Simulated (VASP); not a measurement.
Computed with PBEsol GGA, VASP's PBE PAW potentials (set 64) (plane waves; VASP).

The input files of a VASP run:

**KPOINTS**
```
Automatic mesh
0
Gamma
6 6 3
0 0 0
```

**POSCAR**
```
Si
1.0
  3.8302614668   0.0000000000   0.0000000000
 -1.9151307334   3.3171032837   0.0000000000
  0.0000000000   0.0000000000   6.3164710210
Si
4
Cartesian
 -0.0000019151   2.2114032948   0.3968301974
  1.9151326485   1.1056999889   5.9196408236
  1.9151326485   1.1056999889   3.5550657079
 -0.0000019151   2.2114032948   2.7614053131
```

### INCAR
```
# general
SYSTEM = Si
PREC   = Accurate
ENCUT  = 400
LREAL  = .False.   # projection in real space or not
LASPH  = .True.   # aspherical one-centre terms

# electronic loop
EDIFF  = 1E-6
NELM   = 100   # most electronic steps
ALGO   = Normal

# smearing
ISMEAR = 0
SIGMA  = 0.05

# functional
GGA    = PS   # PBEsol

# ions
IBRION = 2
NSW    = 60   # most ionic steps
ISIF   = 3
EDIFFG = -0.02

# output
LWAVE  = .False.
LCHARG = .False.
```

POTCAR, in this order: Si (PBE.64 set). Program: vasp_std.

Output of the run:

### OSZICAR
```
       N       E                     dE             d eps       ncg     rms          rms(c)
DAV:   1     0.230729113904E+02    0.23073E+02   -0.52030E+03   336   0.882E+02
DAV:   2    -0.215385629161E+02   -0.44611E+02   -0.41908E+02   472   0.128E+02
DAV:   3    -0.233348492945E+02   -0.17963E+01   -0.17692E+01   428   0.248E+01
DAV:   4    -0.233640295365E+02   -0.29180E-01   -0.29128E-01   408   0.401E+00
DAV:   5    -0.233647364472E+02   -0.70691E-03   -0.70639E-03   436   0.535E-01    0.701E+00
DAV:   6    -0.230512559406E+02    0.31348E+00   -0.14686E-01   388   0.212E+00    0.422E+00
DAV:   7    -0.229080968063E+02    0.14316E+00   -0.28374E-01   348   0.301E+00    0.249E-01
DAV:   8    -0.229091960822E+02   -0.10993E-02   -0.15941E-02   408   0.857E-01    0.981E-02
DAV:   9    -0.229093500875E+02   -0.15401E-03   -0.54819E-04   428   0.160E-01    0.794E-02
DAV:  10    -0.229094138403E+02   -0.63753E-04   -0.12418E-04   396   0.699E-02    0.279E-02
DAV:  11    -0.229094130222E+02    0.81806E-06   -0.21491E-06   400   0.108E-02
   1 F= -.22909413E+02 E0= -.22909413E+02  d E =-.229094E+02
       N       E                     dE             d eps       ncg     rms          rms(c)
DAV:   1    -0.229095865660E+02   -0.17273E-03   -0.55503E-03   368   0.447E-01    0.564E-02
DAV:   2    -0.229095030124E+02    0.83554E-04   -0.31223E-04   424   0.129E-01    0.268E-02
DAV:   3    -0.229094541552E+02    0.48857E-04   -0.10809E-04   404   0.657E-02    0.669E-03
DAV:   4    -0.229094541470E+02    0.81645E-08   -0.15360E-05   392   0.237E-02    0.297E-03
DAV:   5    -0.229094537180E+02    0.42895E-06   -0.41449E-07   212   0.480E-03
   2 F= -.22909454E+02 E0= -.22909454E+02  d E =-.406959E-04
       N       E                     dE             d eps       ncg     rms          rms(c)
DAV:   1    -0.229095004597E+02   -0.46313E-04   -0.79459E-04   360   0.169E-01    0.214E-02
DAV:   2    -0.229094885237E+02    0.11936E-04   -0.44501E-05   428   0.489E-02    0.102E-02
DAV:   3    -0.229094817777E+02    0.67460E-05   -0.15714E-05   404   0.250E-02    0.254E-03
DAV:   4    -0.229094818976E+02   -0.11994E-06   -0.21682E-06   304   0.895E-03
   3 F= -.22909482E+02 E0= -.22909482E+02  d E =-.688754E-04
```

**OUTCAR**
```
------------------------ aborting loop because EDIFF is reached ----------------------------------------
  FORCE on cell =-STRESS in cart. coord.  units (eV):
  Direction    XX          YY          ZZ          XY          YZ          ZX
  --------------------------------------------------------------------------------------
  Total       -0.0064064     -0.0064064      0.0025772      0.0000000      0.0000000      0.0000000
  in kB       -0.1278357     -0.1278357      0.0514255      0.0000000      0.0000000      0.0000000
  external PRESSURE =      -0.0680820 kB  Pullay stress =       0.0000000 kB
  volume of cell :       80.29
      direct lattice vectors                 reciprocal lattice vectors
     3.829428720  0.000000000  0.000000000     0.261135557  0.150766704  0.000000000
    -1.914714360  3.316382104 -0.000000000     0.000000000  0.301533409  0.000000000
     0.000000000 -0.000000000  6.322319640     0.000000000  0.000000000  0.158169795
 POSITION                                       TOTAL-FORCE (eV/Angst)
 -----------------------------------------------------------------------------------
     -0.00000      2.21092      0.39699        -0.000000     -0.000000      0.010990
      1.91472      1.10546      5.92533         0.000000      0.000000     -0.010990
      1.91472      1.10546      3.55815         0.000000      0.000000      0.010990
     -0.00000      2.21092      2.76417        -0.000000     -0.000000     -0.010990
 -----------------------------------------------------------------------------------
    total drift:                               -0.000031      0.000024     -0.000001
  FREE ENERGIE OF THE ION-ELECTRON SYSTEM (eV)
  ---------------------------------------------------
  free  energy   TOTEN  =       -22.9094818976 eV

  energy  without entropy=      -22.9094815632  energy(sigma->0) =      -22.90948173

 reached required accuracy - stopping structural energy minimisation
```
(Selected blocks of OUTCAR.)

### CONTCAR
```
Si
   1.00000000000000
     3.8294287198823973    0.0000000000000000    0.0000000000000000
    -1.9147143599411987    3.3163821040077344   -0.0000000000000000
     0.0000000000000000   -0.0000000000000000    6.3223196396935402
  Si
     4
Direct
     0.3333330000000032    0.6666669999999968    0.0627922714290920
     0.6666669999999968    0.3333330000000032    0.9372077285709079
     0.6666669999999968    0.3333330000000032    0.5627922714290921
     0.3333330000000032    0.6666669999999968    0.4372077285709080
```

The structure comes from a computed database's Si entry (P6_3/mmc); how it stands against other phases isn't given here. This run relaxes it. Symmetry was kept, so distortions that lower it aren't found. The start is the result of an earlier pass.
